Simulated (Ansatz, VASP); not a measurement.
# VSi2As4 (VSi2As4 monolayer) in two plane-wave programs, part 2 of 2

One calculation is typed for both programs; each brings its own data sets. How far apart do they land? The structure shown is the start of the Ansatz relaxation below; VASP solves that cell, so the two are compared at the walk's first step.

VASP 6.6.1 and Ansatz 0.2.0.

So far: Set-up; Ansatz: relaxation, PBE with D3(BJ).

### Step 3. VASP: single point, PBE with D3(BJ), start cell

Level of this step: PBE with D3(BJ), spin-polarised from a ferromagnetic start; plane waves and PAW (As, Si, V_sv) (VASP).

The same cell, functional, mesh and smearing now go to VASP, with its own data sets.

Lines of VASP's logs that name or quote its potential files are left out, and so is its time.

Contents of INCAR:

```
SYSTEM = VSi2As4
PREC = Accurate
ENCUT = 400
EDIFF = 1E-06
NELM = 200
ISMEAR = -1
SIGMA = 0.05
LREAL = .FALSE.
ALGO = Normal
GGA = PE
IVDW = 12
NBANDS = 32
ISPIN = 2
MAGMOM = 0 -0.04 -0.04 0 0.01 0.01 0.85
LASPH = .TRUE.
LMAXMIX = 4
LORBIT = 11
LWAVE = .FALSE.
LCHARG = .FALSE.
ISIF = 2
LDIPOL = .TRUE.
IDIPOL = 3
DIPOL = 0.5 0.5 0.5
LVHAR = .TRUE.
GGA_COMPAT = .FALSE.
NELMDL = -8
KPAR = 2
```

Contents of POSCAR:

```
VSi2As4
1.0
    3.6300000000      0.0000000000      0.0000000000
   -1.8150000000      3.1436720000      0.0000000000
    0.0000000000      0.0000000000     48.7787020000
As Si V
4 2 1
Direct
    0.0000000000      0.0000000000      0.4089899727
    0.3333332803      0.6666665606      0.4703276237
    0.3333332803      0.6666665606      0.5296723763
    0.0000000000      0.0000000000      0.5910100273
    0.3333332803      0.6666665606      0.4246109501
    0.3333332803      0.6666665606      0.5753890499
    0.0000000000      0.0000000000      0.5000000000
```

Contents of KPOINTS:

```
Automatic mesh
0
Gamma
12 12 1
0 0 0
```

Potentials, in the order of the species: As, Si and V_sv (PBE family, release 64).

Run with:

```console
mpirun -np 2 vasp_std
```

Numbers of over 12 decimals in the logs are rounded to 6 here.

Output:

```text
[banner, memory and clock lines left out]
running    2 mpi-ranks, on    1 nodes
 distrk:  each k-point on    1 cores,    2 groups
 distr:  one band on    1 cores,    1 groups

 POSCAR found type information on POSCAR AsSiV
 POSCAR found :  3 types and       7 ions
 LDA part: xc-table for (Slater+PW92), standard interpolation
 POSCAR, INCAR and KPOINTS ok, starting setup
 FFT: planning ... GRIDC
 FFT: planning ... GRID_SOFT
 FFT: planning ... GRID
 WAVECAR not read
 entering main loop
       N       E                     dE             d eps       ncg     rms          rms(c)
DAV:   1     0.219591979657E+03    0.21959E+03   -0.15033E+04  3040   0.742E+02
DAV:   2    -0.198723176235E+02   -0.23946E+03   -0.23245E+03  3344   0.192E+02
DAV:   3    -0.404266832318E+02   -0.20554E+02   -0.20271E+02  3064   0.526E+01
DAV:   4    -0.410503251322E+02   -0.62364E+00   -0.62163E+00  3344   0.102E+01
DAV:   5    -0.410641590730E+02   -0.13834E-01   -0.13828E-01  3264   0.144E+00
DAV:   6    -0.410646693361E+02   -0.51026E-03   -0.51022E-03  3464   0.271E-01
DAV:   7    -0.410646901179E+02   -0.20782E-04   -0.20781E-04  3368   0.494E-02
DAV:   8    -0.410646911528E+02   -0.10349E-05   -0.10348E-05  3176   0.103E-02    0.195E+01
DAV:   9    -0.495917485436E+02   -0.85271E+01   -0.77545E+01  2840   0.394E+01    0.375E+01
DAV:  10    -0.403152978801E+02    0.92765E+01   -0.14786E+02  3256   0.698E+01    0.144E+01
DAV:  11    -0.379686568316E+02    0.23466E+01   -0.14989E+01  2960   0.134E+01    0.442E+00
DAV:  12    -0.377519222615E+02    0.21673E+00   -0.75377E-01  2920   0.472E+00    0.299E+00
DAV:  13    -0.376666404476E+02    0.85282E-01   -0.42915E-01  2952   0.375E+00    0.168E+00
DAV:  14    -0.376791196433E+02   -0.12479E-01   -0.23691E-01  2856   0.208E+00    0.157E+00
[...]
DAV:  43    -0.377016878325E+02   -0.26157E-04   -0.49454E-07  1808   0.290E-03    0.174E-03
DAV:  44    -0.377017075489E+02   -0.19716E-04   -0.22437E-07  1960   0.200E-03    0.151E-03
DAV:  45    -0.377017188912E+02   -0.11342E-04   -0.91995E-08  1960   0.119E-03    0.884E-04
DAV:  46    -0.377017280627E+02   -0.91715E-05   -0.65687E-08  1864   0.963E-04    0.562E-04
DAV:  47    -0.377017325604E+02   -0.44977E-05   -0.26479E-08  1800   0.696E-04    0.439E-04
DAV:  48    -0.377017342079E+02   -0.16474E-05   -0.15147E-08  1752   0.481E-04    0.172E-04
DAV:  49    -0.377017377318E+02   -0.35240E-05   -0.20142E-08  1904   0.359E-04    0.224E-04
DAV:  50    -0.377017385405E+02   -0.80869E-06   -0.36551E-09  1872   0.243E-04
   1 F= -.40227173E+02 E0= -.40211442E+02  d E =-.314611E-01  mag=    -0.0000
```

Parts of OUTCAR (step 3):

```text
ion  position               nearest neighbor table
   1  0.000  0.000  0.409-   5 2.23   5 2.23   5 2.23
   2  0.333  0.667  0.470-   5 2.23   7 2.55   7 2.55   7 2.55   3 2.89
   3  0.333  0.667  0.530-   6 2.23   7 2.55   7 2.55   7 2.55   2 2.89
   4  0.000  0.000  0.591-   6 2.23   6 2.23   6 2.23
   5  0.333  0.667  0.425-   1 2.23   2 2.23   1 2.23   1 2.23
   6  0.333  0.667  0.575-   4 2.23   3 2.23   4 2.23   4 2.23
   7  0.000  0.000  0.500-   2 2.55   3 2.55   2 2.55   3 2.55   2 2.55   3 2.55

  LATTYP: Found a hexagonal cell.
 ALAT       =     3.6300000000
 C/A-ratio  =    13.4376589532

 Subroutine GETGRP returns: Found 12 space group operations
 (whereof 12 operations were pure point group operations)

The static configuration has the point symmetry D_3h.

 Found     19 irreducible k-points:

   k-points           NKPTS =     19   k-points in BZ     NKDIM =     19   number of bands    NBANDS=     32

   dimension x,y,z NGX =    24 NGY =   24 NGZ =  320
   dimension x,y,z NGXF=    48 NGYF=   48 NGZF=  640

   ENCUT  =  400.0 eV  29.40 Ry    5.42 a.u.   5.92  5.92 79.55*2*pi/ulx,y,z

   NELECT =      41.0000    total number of electrons

 k-points in reciprocal lattice and weights: Automatic mesh
   0.00000000  0.00000000  0.00000000       0.007
   0.08333333  0.00000000  0.00000000       0.042
   0.16666667  0.00000000  0.00000000       0.042
   0.25000000  0.00000000  0.00000000       0.042
   0.33333333  0.00000000  0.00000000       0.042
   0.41666667  0.00000000  0.00000000       0.042
   0.50000000  0.00000000  0.00000000       0.021
   0.08333333  0.08333333  0.00000000       0.042
   0.16666667  0.08333333  0.00000000       0.083
[...]
0.33333333  0.25000000  0.00000000       0.083
   0.33333333  0.33333333  0.00000000       0.014

 dipolmoment           0.000000      0.000000     -0.000000 electrons x Angstroem

 average (electrostatic) potential at core
       1 -57.0379       2 -56.2507       3 -56.2507       4 -57.0379       5 -92.6479
       6 -92.6479       7 -82.7582

 E-fermi :  -2.2280

 spin component 1
 k-point     1 :       0.0000    0.0000    0.0000
  band No.  band energies     occupation
    ...
     16      -3.6710      1.00000
     17      -3.6710      1.00000
     18      -2.8119      0.99999
     19      -2.6096      0.99952
     20      -2.6096      0.99952
     21      -1.9832      0.00743
     22      -0.8200      0.00000
     23      -0.7614      0.00000
     24      -0.2642      0.00000
     25      -0.2642      0.00000
    ...

 k-point     2 :       0.0833    0.0000    0.0000
  band No.  band energies     occupation
    ...
     16      -3.8885      1.00000
     17      -3.6304      1.00000
     18      -2.8490      1.00000
     19      -2.6950      0.99991
     20      -2.6270      0.99966
     21      -1.8891      0.00114
     22      -0.6173      0.00000
     23      -0.5720      0.00000
     24      -0.0524      0.00000
     25      -0.0423      0.00000
    ...

 k-point     3 :       0.1667    0.0000    0.0000
  band No.  band energies     occupation
    ...
     16      -4.3507      1.00000
     17      -3.5075      1.00000
     18      -3.2242      1.00000
     19      -2.9126      1.00000
     20      -2.7894      0.99999
     21      -2.0306      0.01895
     22      -0.8598      0.00000
     23      -0.8529      0.00000
     24       0.0413      0.00000
     25       0.1865      0.00000
    ...

 k-point     4 :       0.2500    0.0000    0.0000
  band No.  band energies     occupation
    ...
     17      -3.9034      1.00000
     18      -3.3184      1.00000
     19      -3.1783      1.00000
     20      -2.9984      1.00000
     21      -2.2699      0.69832
     22      -1.2483      0.00000
     23      -1.1497      0.00000
     24      -0.2738      0.00000
     25      -0.2561      0.00000
     26       0.2559      0.00000
    ...

 k-point     5 :       0.3333    0.0000    0.0000
  band No.  band energies     occupation
    ...
     17      -4.0818      1.00000
     18      -3.4162      1.00000
     19      -3.2207      1.00000
     20      -3.1001      1.00000
     21      -2.4115      0.97515
     22      -1.6095      0.00000
     23      -1.4970      0.00000
     24      -0.6462      0.00000
     25      -0.6257      0.00000
     26       0.2905      0.00000
    ...

 k-point     6 :       0.4167    0.0000    0.0000
  band No.  band energies     occupation
    ...
     17      -4.0139      1.00000
     18      -3.5764      1.00000
     19      -3.4504      1.00000
     20      -2.9116      1.00000
     21      -2.4979      0.99550
     22      -1.8077      0.00022
     23      -1.7578      0.00008
     24      -0.9297      0.00000
     25      -0.8943      0.00000
     26       0.2353      0.00000
    ...

 Edisp (eV)   -2.52543

  Total       3.67199     3.67198    12.62535     0.00000    -0.00000     0.00000
  in kB      10.56909    10.56908    36.33958     0.00000    -0.00000     0.00000
  external pressure =       19.16 kB  Pullay stress =        0.00 kB

  energy-cutoff  :      400.00
  volume of cell :      556.64
      direct lattice vectors                 reciprocal lattice vectors
     3.630000000  0.000000000  0.000000000     0.275482094  0.159049672  0.000000000
    -1.815000000  3.143672000  0.000000000     0.000000000  0.318099344  0.000000000
     0.000000000  0.000000000 48.778702000     0.000000000  0.000000000  0.020500751

 POSITION                                       TOTAL-FORCE (eV/Angst)
 -----------------------------------------------------------------------------------
      0.00000      0.00000     19.95000        -0.000000     -0.000000     -3.244226
      0.00000      2.09578     22.94197         0.000000     -0.000000      2.052305
      0.00000      2.09578     25.83673         0.000000     -0.000000     -2.052305
      0.00000      0.00000     28.82870        -0.000000     -0.000000      3.244226
      0.00000      2.09578     20.71197         0.000000      0.000000      1.369194
      0.00000      2.09578     28.06673         0.000000      0.000000     -1.369194
      0.00000      0.00000     24.38935         0.000000     -0.000000      0.000000
 -----------------------------------------------------------------------------------
    total drift:                                0.000000      0.000134     -0.000000

  FREE ENERGIE OF THE ION-ELECTRON SYSTEM (eV)
  ---------------------------------------------------
  free  energy   TOTEN  =       -40.2271727748 eV

  energy  without entropy=      -40.1957116774  energy(sigma->0) =      -40.21144223

 vacuum level on the upper side and lower side of the slab         2.664         2.664

 total charge
# of ion       s       p       d       tot
------------------------------------------
    1        1.216   1.710   0.054   2.980
    2        1.219   1.605   0.053   2.877
    3        1.219   1.605   0.053   2.877
    4        1.216   1.710   0.054   2.980
    5        0.755   0.960   0.000   1.715
    6        0.755   0.960   0.000   1.715
    7        2.224   6.175   3.031  11.429
--------------------------------------------------
tot          8.604  14.726   3.245  26.574

 magnetization (x)
# of ion       s       p       d       tot
------------------------------------------
    1        0.000   0.000  -0.000   0.000
    2       -0.000  -0.000   0.000  -0.000
    3       -0.000  -0.000   0.000  -0.000
    4        0.000   0.000  -0.000   0.000
    5        0.000   0.000   0.000   0.000
    6        0.000   0.000   0.000   0.000
    7        0.000   0.000   0.000   0.000
--------------------------------------------------
tot          0.000  -0.000   0.000   0.000

[... 4 further parts left out ...]
```

The moments of VASP's start collapse, so its state is non-magnetic.

### Step 4. Comparison

Known differences besides the potentials themselves: VASP starts from the moments at which Ansatz ended; Ansatz cuts the interaction across the vacuum, VASP repeats the sheet with a dipole correction; the data sets hold 81 valence electrons in Ansatz (on its default PAW (the set named soft_2) files) and 41 in VASP; the cutoff is 420 eV in Ansatz and 400 eV in VASP. Total energies have different zeros and are not compared.

Forces (eV/Å; atoms numbered as in POSCAR):

```
atom        Ansatz x, y, z          VASP x, y, z
 As1  0.000, 0.000, -3.191  0.000, 0.000, -3.244
 As2   0.000, 0.000, 1.869   0.000, 0.000, 2.052
 As3  0.000, 0.000, -1.869  0.000, 0.000, -2.052
 As4   0.000, 0.000, 3.191   0.000, 0.000, 3.244
 Si5   0.000, 0.000, 1.461   0.000, 0.000, 1.369
 Si6  0.000, 0.000, -1.461  0.000, 0.000, -1.369
  V7   0.000, 0.000, 0.000   0.000, 0.000, 0.000
```

The forces differ by 65 meV/Å r.m.s., which is 5.2 % of the r.m.s. force of 1.258 eV/Å (both taken over all components). Moments aren't recorded for both runs of this pair, so they may hold unlike magnetic states. With vacuum in the cell, a pressure given here is an average over mostly empty space and none of the material.

### Step 5. What came out

```yaml
r_m_s_force_difference_single_point_pbe_with_d3_bj_start_cell: 5.2 % of the r.m.s. force
```

What this shows: The r.m.s. force difference is 5.2 % of the r.m.s. force (single point, PBE with D3(BJ), start cell), beyond the 3 % picked in this series as the mark of a large difference. The data sets hold unlike numbers of valence electrons (81 in Ansatz and 41 in VASP), so part of the differences comes from the potentials. What causes the difference of the single point, PBE with D3(BJ), start cell pair stays open here. 1 further run of this series is not shown here. How closely two codes agree says nothing of how well the functional describes the real material.

[Lines on the potential files, build, host, timing and source positions are cut from VASP's logs without a mark.]

[Logs are printed without paths, hosts, clocks, repeated set-up lines and the standing remarks that a program may print on its own settings, such as how far it seeks lower states.]

[Hosts, paths, dates, database ids (printed as entryN), source tags and the programs' standing remarks are cut or masked in the printed files.]
